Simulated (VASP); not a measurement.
# TaTl (Pm-3m) in VASP: further runs, part 2 of 2

VASP 6.6.1. The steps go on from the part before.

## Step 4: Optical spectrum, SCAN

The input, INCAR:

```
PREC = Accurate
ENCUT = 520
EDIFF = 1E-6
ISMEAR = 0
SIGMA = 0.05
LREAL = F
LASPH = T
NELM = 60
ALGO = Normal
ISIF = 2
LWAVE = F
LCHARG = F
METAGGA = SCAN
LMIXTAU = T
LOPTICS = T
NBANDS = 44
NEDOS = 1000
CSHIFT = 0.1
```

The input, TaTl.cif:

```cif
data_TaTl
_cell_length_a 3.62212054
_cell_length_b 3.62212054
_cell_length_c 3.62212054
_cell_angle_alpha 90.00000000
_cell_angle_beta 90.00000000
_cell_angle_gamma 90.00000000
_space_group_name_H-M_alt 'Pm-3m'
_space_group_name_Hall '-P 4 2 3'
_space_group_IT_number 221
loop_
_space_group_symop_operation_xyz
'x,y,z'
'-x,-y,-z'
'-y,x,z'
'y,-x,-z'
'-x,-y,z'
'x,y,-z'
'y,-x,z'
'-y,x,-z'
'x,-y,-z'
'-x,y,z'
'-y,-x,-z'
'y,x,z'
'-x,y,-z'
'x,-y,z'
'y,x,-z'
'-y,-x,z'
'z,x,y'
'-z,-x,-y'
'z,-y,x'
'-z,y,-x'
'z,-x,-y'
'-z,x,y'
'z,y,-x'
'-z,-y,x'
'-z,x,-y'
'z,-x,y'
'-z,-y,-x'
'z,y,x'
'-z,-x,y'
'z,x,-y'
'-z,y,x'
'z,-y,-x'
'y,z,x'
'-y,-z,-x'
'x,z,-y'
'-x,-z,y'
'-y,z,-x'
'y,-z,x'
'-x,z,y'
'x,-z,-y'
'-y,-z,x'
'y,z,-x'
'-x,-z,-y'
'x,z,y'
'y,-z,-x'
'-y,z,x'
'x,-z,y'
'-x,z,-y'
loop_
_atom_site_label
_atom_site_type_symbol
_atom_site_symmetry_multiplicity
_atom_site_Wyckoff_symbol
_atom_site_fract_x
_atom_site_fract_y
_atom_site_fract_z
_atom_site_occupancy
Ta1 Ta 1 a 0.0000000000 0.0000000000 0.0000000000 1
Tl1 Tl 1 b 0.5000000000 0.5000000000 0.5000000000 1
```

The input, KPOINTS:

```
Automatic mesh
0
Gamma
  7 7 7
```

The input, POSCAR:

```
Ta Tl
 1.0000000000000000
     3.6221205400000001    0.0000000000000000    0.0000000000000000
     0.0000000000000000    3.6221205400000001    0.0000000000000000
     0.0000000000000000    0.0000000000000000    3.6221205400000001
 Ta  Tl 
   1   1
Cartesian
  0.0000000000000000  0.0000000000000000  0.0000000000000000
  1.8110602700000000  1.8110602700000000  1.8110602700000000
```

Potentials or basis: VASP PAW PBE potentials, release 64 (Ta_pv, Tl_d).

On the command line:

```console
> ase convert -i cif -o vasp TaTl.cif POSCAR
> cat potpaw_PBE.64/Ta_pv/POTCAR potpaw_PBE.64/Tl_d/POTCAR > POTCAR
> mpirun -np 1 vasp_std > vasp.out
```

OUTCAR:

```text
PREC = Accurate
   ENCUT = 520
   EDIFF = 1E-6
   ISMEAR = 0
   LREAL = F
   LASPH = T
   NELM = 60
   ISIF = 2
   METAGGA = SCAN

 ion  position               nearest neighbor table
   1  0.000  0.000  0.000-   2 3.14   2 3.14   2 3.14   2 3.14   2 3.14   2 3.14   2 3.14   2 3.14

   2  0.500  0.500  0.500-   1 3.14   1 3.14   1 3.14   1 3.14   1 3.14   1 3.14   1 3.14   1 3.14

  LATTYP: Found a simple cubic cell.
 ALAT       =     3.6221205400

  Lattice vectors:

 A1 = (   3.6221205400,   0.0000000000,   0.0000000000)
 A2 = (   0.0000000000,   3.6221205400,   0.0000000000)
 A3 = (   0.0000000000,   0.0000000000,   3.6221205400)

Analysis of symmetry for initial positions (statically):
[... 761 lines left out ...]
     1.81759    22.04131    22.04131    22.04131    -0.00000    -0.00000    -0.00000
     2.72638    14.85089    14.85089    14.85089     0.00000    -0.00000     0.00000
     3.63518     8.50513     8.50513     8.50513    -0.00000    -0.00000    -0.00000
     4.54397    14.59591    14.59591    14.59591     0.00000     0.00000     0.00000
[... 92 lines left out ...]
    89.06180     0.00028     0.00028     0.00028    -0.00000    -0.00000     0.00000
    89.97059     0.00027     0.00027     0.00027    -0.00000    -0.00000     0.00000

  frequency dependent      REAL DIELECTRIC FUNCTION (independent particle, no local field effects) density-density
     E(ev)        X           Y           Z          XY          YZ          ZX
  --------------------------------------------------------------------------------------------------------------
     0.00000   269.08479   269.08479   269.08479    -0.00000    -0.00000    -0.00000
     0.90879   -26.99964   -26.99964   -26.99964     0.00000     0.00000     0.00000
     1.81759     2.03904     2.03904     2.03904    -0.00000    -0.00000     0.00000
     2.72638    -2.20816    -2.20816    -2.20816    -0.00000    -0.00000     0.00000
     3.63518    -3.34680    -3.34680    -3.34680     0.00000     0.00000    -0.00000
     4.54397     1.81064     1.81064     1.81064     0.00000     0.00000     0.00000
[... 92 lines left out ...]
    89.06180     0.89442     0.89442     0.89442     0.00000     0.00000    -0.00000
    89.97059     0.89692     0.89692     0.89692     0.00000     0.00000    -0.00000

  frequency dependent IMAGINARY DIELECTRIC FUNCTION (independent particle, no local field effects) current-current
     E(ev)      X         Y         Z        XY        YZ        ZX
  --------------------------------------------------------------------------------------------------------------
     0.00000   642.83224   642.83224   642.83224     0.00000     0.00000    -0.00000
     0.90879    36.36352    36.36352    36.36352     0.00000    -0.00000    -0.00000
     1.81759    22.23296    22.23296    22.23296    -0.00000     0.00000    -0.00000
     2.72638    14.55043    14.55043    14.55043    -0.00000    -0.00000     0.00000
     3.63518     8.27224     8.27224     8.27224     0.00000    -0.00000    -0.00000
     4.54397    14.65032    14.65032    14.65032    -0.00000    -0.00000     0.00000
[... 92 lines left out ...]
    89.06180     0.00004     0.00004     0.00004    -0.00000    -0.00000    -0.00000
    89.97059     0.00004     0.00004     0.00004    -0.00000    -0.00000    -0.00000

  frequency dependent      REAL DIELECTRIC FUNCTION (independent particle, no local field effects) current-current
     E(ev)        X           Y           Z          XY          YZ          ZX
  --------------------------------------------------------------------------------------------------------------
     0.00000   173.87244   173.87244   173.87244     0.00000     0.00000     0.00000
     0.90879   -33.27638   -33.27638   -33.27638    -0.00000    -0.00000    -0.00000
     1.81759     0.19950     0.19950     0.19950    -0.00000    -0.00000    -0.00000
     2.72638    -3.01091    -3.01091    -3.01091    -0.00000    -0.00000    -0.00000
     3.63518    -3.63068    -3.63068    -3.63068     0.00000     0.00000    -0.00000
     4.54397     1.25711     1.25711     1.25711    -0.00000    -0.00000     0.00000
[... 92 lines left out ...]
    89.06180     0.89469     0.89469     0.89469     0.00000     0.00000     0.00000
    89.97059     0.89719     0.89719     0.89719     0.00000     0.00000     0.00000
```

Wall time 1.7 min (1 thread of Intel Xeon 6975P-C (Granite Rapids), shared host); peak memory 0.21 GiB.

What came out:

* Free energy: -136.6299 eV
* Pressure: -18.3 GPa
* Band gap on the k mesh: none (metal or under the smearing width)

Dielectric function (mean over the directions given):
```
energy (eV)  real part  imaginary part
       0.45      72.85          327.05
       0.91     -27.00           43.09
       1.45      -2.95           27.83
       1.91      -1.28           25.78
       2.45      -7.61           15.05
       2.91       0.32           14.80
       3.45      -7.87           10.29
       3.91      -2.35           10.25
       4.45       2.40           12.27
       4.91      -5.40           12.33
       5.45      -7.60            8.26
       5.91      -5.26            5.92
       6.45      -5.34            3.73
       6.91      -3.77            3.74
       7.45      -2.42            1.83
       7.91      -3.53            3.09
       8.45      -2.20            1.52
       8.91      -1.49            1.52
       9.45      -1.01            2.04
       9.91      -0.54            1.65
      10.45      -0.78            1.86
      10.91      -0.76            1.57
      11.45      -0.52            1.12
      11.91      -0.40            1.20
      12.45      -0.64            1.26
      12.90      -0.46            0.99
      13.45      -0.55            0.96
      13.90      -0.37            0.56
      14.45      -0.02            0.46
      14.90       0.13            0.40
      15.45       0.46            0.56
      15.90       0.48            0.89
      16.45       0.58            0.71
      16.90       0.22            0.62
      17.45       0.45            0.50
      17.90       0.55            0.61
      18.45       0.53            0.49
      18.90       0.67            0.90
      19.45       0.34            0.55
      19.99       0.49            0.47
```

Caveat: spectra need much finer meshes, so this one isn't converged; independent-particle spectra lack excitons; the intraband (Drude) part of a metal's response may be missing; so large a pressure means that the cell lies far from this level's equilibrium, or that cutoff or potentials fall short; the potentials were made for another functional, which shifts forces and pressure. Spin-orbit coupling is left out, which matters for the levels of Ta, Tl.

## Step 5: Band structure, TB-mBJ, spin-orbit coupling, no magnetisation (volume scaled by 0.92)

The input, POSCAR:

```
TaTl
1.0
    3.5228339644      0.0000000000      0.0000000000
    0.0000000000      3.5228339644      0.0000000000
    0.0000000000      0.0000000000      3.5228339644
Ta Tl
1 1
Cartesian
    0.0000000000      0.0000000000      0.0000000000
    1.7614169822      1.7614169822      1.7614169822
```

The input, INCAR.step1:

```
SYSTEM = TaTl
ALGO = Normal ; EDIFF = 1E-5
ENCUT = 520 ; GGA = PE
GGA_COMPAT = .FALSE. ; ISIF = 2
ISMEAR = 1 ; LASPH = .TRUE.
LCHARG = .FALSE. ; LMAXMIX = 4
LORBIT = 11 ; LREAL = .FALSE.
LSORBIT = .TRUE. ; LWAVE = .TRUE.
MAGMOM = 0 0 0 0 0 0 ; NBANDS = 36
NELM = 60 ; PREC = Accurate
SIGMA = 0.2
```

The input, INCAR.step2:

```
SYSTEM = TaTl
ALGO = VeryFast ; EDIFF = 1E-6
ENCUT = 520 ; GGA_COMPAT = .FALSE.
ISIF = 2 ; ISMEAR = 1
ISTART = 1 ; LASPH = .TRUE.
LCHARG = .FALSE. ; LMAXMIX = 4
LORBIT = 11 ; LREAL = .FALSE.
LSORBIT = .TRUE. ; LWAVE = .FALSE.
MAGMOM = 0 0 0 0 0 0 ; METAGGA = MBJ
NBANDS = 36 ; NELM = 60
PREC = Accurate ; SIGMA = 0.2
```

The input, KPOINTS:

```
k-points
0
G
  5 5 5
  0 0 0
```

The input, KPOINTS_OPT:

```
path GXMGRX,MR
15
line-mode
reciprocal
 0.0000000000  0.0000000000  0.0000000000  G
 0.0000000000  0.5000000000  0.0000000000  X

 0.0000000000  0.5000000000  0.0000000000  X
 0.5000000000  0.5000000000  0.0000000000  M

 0.5000000000  0.5000000000  0.0000000000  M
 0.0000000000  0.0000000000  0.0000000000  G

 0.0000000000  0.0000000000  0.0000000000  G
 0.5000000000  0.5000000000  0.5000000000  R

 0.5000000000  0.5000000000  0.5000000000  R
 0.0000000000  0.5000000000  0.0000000000  X

 0.5000000000  0.5000000000  0.0000000000  M
 0.5000000000  0.5000000000  0.5000000000  R
```

On the command line:

```console
> cat potpaw_PBE.64/Ta_pv/POTCAR potpaw_PBE.64/Tl_d/POTCAR > POTCAR
> cp INCAR.step1 INCAR
> mpirun -np 1 vasp_ncl > vasp.out
> cp INCAR.step2 INCAR
> mpirun -np 1 vasp_ncl > vasp.out
```

Wall time 2.2 min (1 thread of Intel Xeon 6975P-C (Granite Rapids), shared host); peak memory 0.27 GiB.

It converged, with:

```yaml
Valence_electrons_inside_the_program's_atomic_spheres: Ta 8.58; Tl 11.31
```

Caveat: the PAW data sets were made with another functional, which shifts forces and pressure a little.

## Step 6: Band structure, PBE

The input, INCAR:

```
PREC = Accurate
ENCUT = 600
EDIFF = 1E-6
ISMEAR = -1
SIGMA = 0.05
LREAL = False
LASPH = True
NELM = 80
ALGO = Normal
ISIF = 2
LWAVE = False
LCHARG = False
LMAXMIX = 4
GGA = PE
```

The input, KPOINTS:

```
Automatic mesh
0
Gamma
  7 7 7
```

The input, POSCAR:

```
TaTl
1.0
    3.6221205400      0.0000000000      0.0000000000
    0.0000000000      3.6221205400      0.0000000000
    0.0000000000      0.0000000000      3.6221205400
Ta Tl
1 1
Direct
    0.0000000000      0.0000000000      0.0000000000
    0.5000000000      0.5000000000      0.5000000000
```

Edit KPOINTS_OPT of step 5 so:

```diff
@@ -1,3 +1,3 @@
 path GXMGRX,MR
-15
+10
 line-mode
```

Potentials or basis: VASP PAW PBE potentials, release 64 (Ta_pv, Tl_d).

On the command line:

```console
> cat potpaw_PBE.64/Ta_pv/POTCAR potpaw_PBE.64/Tl_d/POTCAR > POTCAR
> mpirun -np 1 vasp_std > vasp.out
```

OUTCAR:

```text
PREC = Accurate
   ENCUT = 600
   EDIFF = 1E-6
   ISMEAR = -1
   LREAL = False
   LASPH = True
   NELM = 80
   ISIF = 2
   GGA = PE

 ion  position               nearest neighbor table
   1  0.000  0.000  0.000-   2 3.14   2 3.14   2 3.14   2 3.14   2 3.14   2 3.14   2 3.14   2 3.14

   2  0.500  0.500  0.500-   1 3.14   1 3.14   1 3.14   1 3.14   1 3.14   1 3.14   1 3.14   1 3.14

  LATTYP: Found a simple cubic cell.
 ALAT       =     3.6221205400

  Lattice vectors:

 A1 = (   3.6221205400,   0.0000000000,   0.0000000000)
 A2 = (   0.0000000000,   3.6221205400,   0.0000000000)
 A3 = (   0.0000000000,   0.0000000000,   3.6221205400)

Analysis of symmetry for initial positions (statically):
=====================================================================
 Subroutine PRICEL returns:
 Original cell was already a primitive cell.

 Routine SETGRP: Setting up the symmetry group for a
 simple cubic supercell.

 Subroutine GETGRP returns: Found 48 space group operations
 (whereof 48 operations were pure point group operations)
 out of a pool of 48 trial point group operations.

The static configuration has the point symmetry O_h .
[... 156 lines left out ...]

 E-fermi :   6.2619     XC(G=0): -11.2368

 val. band max:        6.2379110270   @ k =   0.2857   0.1429   0.1429
 cond. band min:       6.2807420860   @ k =   0.4286   0.4286   0.2857
 fundamental gap:      0.0428310590
 Fermi energy:         6.2618591540

 k-point     1 :       0.0000    0.0000    0.0000
  band No.  band energies     occupation
      1     -28.8250      2.00000
      2     -28.8250      2.00000
      3     -28.8250      2.00000
      4      -5.3024      2.00000
      5      -5.3024      2.00000
      6      -4.9563      2.00000
[... 357 lines left out ...]
      3     -28.8784      2.00000
      4      -5.2182      2.00000
      5      -5.1969      2.00000
      6      -5.1969      2.00000
[... 8 lines left out ...]
     15       8.3290      0.00000
     16      10.5805      0.00000

------------------------ aborting loop because EDIFF is reached ----------------------------------------

  FORCE on cell =-STRESS in cart. coord.  units (eV):
  Direction    XX          YY          ZZ          XY          YZ          ZX
  --------------------------------------------------------------------------------------
  -------------------------------------------------------------------------------------
  Total       -3.9990913     -3.9990913     -3.9990913      0.0000000     -0.0000000      0.0000000
  in kB     -134.8289671   -134.8289671   -134.8289671      0.0000000     -0.0000000      0.0000000
  external PRESSURE =    -134.8289671 kB  Pullay stress =       0.0000000 kB

 VOLUME and BASIS-vectors are now :
 -----------------------------------------------------------------------------
  energy-cutoff  :      600.00
  volume of cell :       47.52
      direct lattice vectors                 reciprocal lattice vectors
     3.622120540  0.000000000  0.000000000     0.276081370  0.000000000  0.000000000
     0.000000000  3.622120540  0.000000000     0.000000000  0.276081370  0.000000000
     0.000000000  0.000000000  3.622120540     0.000000000  0.000000000  0.276081370

 POSITION                                       TOTAL-FORCE (eV/Angst)
 -----------------------------------------------------------------------------------
      0.00000      0.00000      0.00000         0.000000      0.000000      0.000000
      1.81106      1.81106      1.81106         0.000000      0.000000      0.000000
 -----------------------------------------------------------------------------------
    total drift:                                0.000000      0.000000      0.000000

  FREE ENERGIE OF THE ION-ELECTRON SYSTEM (eV)
  ---------------------------------------------------
  free  energy   TOTEN  =       -11.9515328190 eV

  energy  without entropy=      -11.9289586810  energy(sigma->0) =      -11.94024575
```

stdout:

```text
POSCAR found type information on POSCAR TaTl
 POSCAR found :  2 types and       2 ions
 scaLAPACK will be used
 LDA part: xc-table for (Slater+PW92), standard interpolation
 POSCAR, INCAR and KPOINTS ok, starting setup
 FFT: planning ... GRIDC
 FFT: planning ... GRID_SOFT
 FFT: planning ... GRID
 WAVECAR not read
 entering main loop
 Start KPOINTS_OPT (optional k-point list driver)
k-point batch [1-20\60]
k-point batch [21-40\60]
k-point batch [41-60\60]
```

Wall time 49 s (1 thread of Intel Xeon Platinum 8375C at 2.90GHz (Ice Lake), shared host); peak memory 0.18 GiB.

What came out:

```
Free energy             : -11.9515 eV
Pressure                : -13.5 GPa
Band gap along the path : none (metal or under the smearing width)
```

Levels at the corners of the path, in eV from the Fermi level:
| point | band 9 | band 10 | band 11 | band 12 | band 13 | band 14 | band 15 | band 16 |
| --- | --- | --- | --- | --- | --- | --- | --- | --- |
| Γ | -9.72 | -1.10 | -1.10 | 1.77 | 1.77 | 1.77 | 3.35 | 3.35 |
| X | -6.95 | -5.27 | -1.11 | -0.34 | -0.34 | 1.63 | 2.58 | 7.54 |
| X | -6.95 | -5.27 | -1.11 | -0.34 | -0.34 | 1.63 | 2.58 | 7.54 |
| M | -6.18 | -1.81 | -1.81 | -1.36 | 0.98 | 0.98 | 2.67 | 3.25 |
| M | -6.18 | -1.81 | -1.81 | -1.36 | 0.98 | 0.98 | 2.67 | 3.25 |
| Γ | -9.72 | -1.10 | -1.10 | 1.77 | 1.77 | 1.77 | 3.35 | 3.35 |
| Γ | -9.72 | -1.10 | -1.10 | 1.77 | 1.77 | 1.77 | 3.35 | 3.35 |
| R | -3.52 | -2.94 | -2.94 | -2.94 | 2.76 | 2.76 | 3.76 | 3.76 |
| R | -3.52 | -2.94 | -2.94 | -2.94 | 2.76 | 2.76 | 3.76 | 3.76 |
| X | -6.95 | -5.27 | -1.11 | -0.34 | -0.34 | 1.63 | 2.58 | 7.54 |
| M | -6.18 | -1.81 | -1.81 | -1.36 | 0.98 | 0.98 | 2.67 | 3.25 |
| R | -3.52 | -2.94 | -2.94 | -2.94 | 2.76 | 2.76 | 3.76 | 3.76 |

Caveat: spin-orbit coupling is left out, which moves the levels of the heavy elements.

## Step 7: The runs side by side

| task | level | potentials or basis | spin | cell | k mesh | cutoff (eV) | smearing | other keys | pressure (GPa) |
| --- | --- | --- | --- | --- | --- | --- | --- | --- | --- |
| band structure | LDA | VASP PAW LDA potentials, release 64 (Ta_pv, Tl_d) | off | as given | 5 × 5 × 5 | 520 | fermi-dirac 0.05 eV | - | -19.7 |
| band structure | LDA | VASP PAW LDA potentials, release 64 (Ta_pv, Tl_d) | SOC, no magnetisation | as given | 5 × 5 × 5 | 520 | fermi-dirac 0.05 eV | - | -19.6 |
| optical spectrum | SCAN | VASP PAW PBE potentials, release 64 (Ta_pv, Tl_d) | off | as given | 7 × 7 × 7 | 520 | gaussian 0.05 eV | - | -18.3 |
| band structure | TB-mBJ | VASP PAW PBE potentials, release 64 (Ta_pv, Tl_d) | SOC, no magnetisation | volume scaled by 0.92 | 5 × 5 × 5 | 520 | methfessel-paxton 0.2 eV | ALGO = VeryFast | - |
| band structure | PBE | VASP PAW PBE potentials, release 64 (Ta_pv, Tl_d) | off | as given | 7 × 7 × 7 | 600 | fermi-dirac 0.05 eV | - | -13.5 |

Caveats: spin-orbit coupling is left out, which moves the levels of the heavy elements (some runs); spectra need much finer meshes, so this one isn't converged (some runs); independent-particle spectra lack excitons (some runs); the intraband (Drude) part of a metal's response may be missing (some runs); so large a pressure means that the cell lies far from this level's equilibrium, or that cutoff or potentials fall short (some runs); the potentials were made for another functional, which shifts forces and pressure (some runs); the PAW data sets were made with another functional, which shifts forces and pressure a little (some runs).

Absolute energies hang on the potentials; compare differences alone.
